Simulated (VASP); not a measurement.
Here is a VASP 6.6.1 calculation.

The input INCAR:

```
ALGO = Normal ; EDIFF = 1E-6
ENCUT = 520 ; ISIF = 2
ISMEAR = 0 ; KPAR = 4
LASPH = True ; LCHARG = False
LMIXTAU = True ; LREAL = False
LWAVE = False ; METAGGA = R2SCAN
NBANDS = 31 ; NELM = 150
PREC = Accurate ; SIGMA = 0.1
```

File KPOINTS:

```
k-points
0
Gamma
  10 10 4
```

Contents of POSCAR:

```
BiSbS4                                  
1.0
    3.8114847457      0.0000000000      0.0000000000
   -1.9057423729      3.3008426184     -0.0000000000
    0.0000000000     -0.0000000000     13.1476428391
  Sb              Bi              S             
     1     1     4
Direct
     0.0000000000000000    1.0000000000000000    0.0000000000000000
     0.0000000000000000    0.0000000000000000    0.5000000000000000
     0.3333333300000021    0.6666666699999979    0.8849845515770793
     0.3333333300000021    0.6666666699999979    0.3749730168009590
     0.6666666699999979    0.3333333300000021    0.6250269831990408
     0.6666666699999979    0.3333333300000021    0.1150154484229207
```

Potentials or basis: VASP PAW PBE potentials, release 64 (Sb, Bi_d, S).

Command:

```console
$ cat potpaw_PBE.64/Sb/POTCAR potpaw_PBE.64/Bi_d/POTCAR potpaw_PBE.64/S/POTCAR > POTCAR
$ mpirun -np 4 vasp_std > vasp.out
```

Problem. What does it give for the pressure?

Solution. -1.5 GPa.

Problem. Predict the largest force.

Solution. 0.150 eV/Å.

Problem. Estimate the band gap on the k mesh.

Solution. None (metal or under the smearing width).

Stress tensor (GPa, compression positive):
```
-1.42  0.00  0.00
 0.00 -1.42  0.00
 0.00  0.00 -1.54
```

Caveat: the PAW data sets were made with another functional, which shifts forces and pressure a little; spin-orbit coupling is left out, which moves the levels of the heavy elements.
